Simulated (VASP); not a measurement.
Runs of VASP 6.6.1 on BN. Symmetry: P6_3/mmc, No. 194, hexagonal system. Conventional cell: a = 2.506 Å, b = 2.506 Å, c = 6.556 Å, α = 90.00°, β = 90.00°, γ = 120.00°. B (site symmetry -6m2) is surrounded by 3 N at 1.45 Å. N (site symmetry -6m2) has 3 B at 1.45 Å as nearest neighbours. The cell is a database's computed one.

```tsv
level	potentials or basis	k mesh	grid for exact exchange (PRECFOCK)	exchange at q = 0	screening parameter	gap on the mesh (eV)
r2SCAN	VASP PAW PBE potentials, release 64 (B, N)	16 × 16 × 6	-	-	-	4.82
PBE0	VASP PAW PBE potentials, release 64 (B, N)	10 × 10 × 4	Fast	truncated	-	(a)
HSE06	VASP PAW PBE potentials, release 64 (B, N)	10 × 10 × 4	Fast	-	0.2 1/A	5.53
LDA	VASP PAW LDA potentials, release 64 (B, N)	16 × 16 × 6	-	-	-	4.02
```

Alike in all rows: task band structure; no spin polarisation; cell as given; cutoff (eV) 450; smearing gaussian 0.02 eV.

Estimate the missing entries.

(a) 6.25.

Runs at the PBE level aren't shown here.
